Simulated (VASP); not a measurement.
YRe3:

```
Y Re
1.0
    -2.80739    2.80739    2.80739
     2.80739   -2.80739    2.80739
     2.80739    2.80739   -2.80739
Y Re
1 3
Direct
  0.00000 0.00000 0.00000
  0.00000 0.50000 0.50000
  0.50000 0.00000 0.50000
  0.50000 0.50000 0.00000
```

The cell was built by a generator and needn't be a form met in nature.

- Program: VASP 6.6.1
- Task: relaxation of cell and atoms
- Functional: PBE
- Potentials or basis: VASP PAW PBE potentials, release 64 (Y_sv, Re)
- Cutoff: 600 eV
- k mesh: 7 × 7 × 7
- Occupations: methfessel-paxton, width 0.1 eV
- Spin: no spin polarisation

At the start: pressure -16.5 GPa; volume 22.13 Å³/atom.

Problem. How do energy, volume and symmetry change on relaxing?

Solution. Over 7 steps the energy falls by 164.6 meV/atom and the volume is 19.30 Å³/atom (-12.8 %); space group Im-3m (No. 229, to 0.05 Å).

Step by step:
```
step  energy change (eV)  largest force (eV/Å)  pressure (GPa)  volume (Å³)
   1              0.0000                0.0000          -16.47        88.51
   2              1.3938                0.0000           53.53        62.45
   3             -0.6559                0.0000           -1.31        77.85
   4             -0.6583                0.0000           -0.31        77.36
   5             -0.6584                0.0000            0.14        77.15
   6             -0.6584                0.0000           -0.19        77.31
   7             -0.6584                0.0000            0.00        77.21
```

Final structure:
```cif
data_structure
_symmetry_space_group_name_H-M 'P 1'
_symmetry_Int_Tables_number 1
_cell_length_a 4.6463
_cell_length_b 4.6463
_cell_length_c 4.6463
_cell_angle_alpha 109.471
_cell_angle_beta 109.471
_cell_angle_gamma 109.471
_cell_volume 77.21
loop_
_atom_site_label
_atom_site_type_symbol
_atom_site_fract_x
_atom_site_fract_y
_atom_site_fract_z
_atom_site_occupancy
Y1 Y 0.00000 0.00000 0.00000 1
Re1 Re 0.00000 0.50000 0.50000 1
Re2 Re 0.50000 0.00000 0.50000 1
Re3 Re 0.50000 0.50000 0.00000 1
```
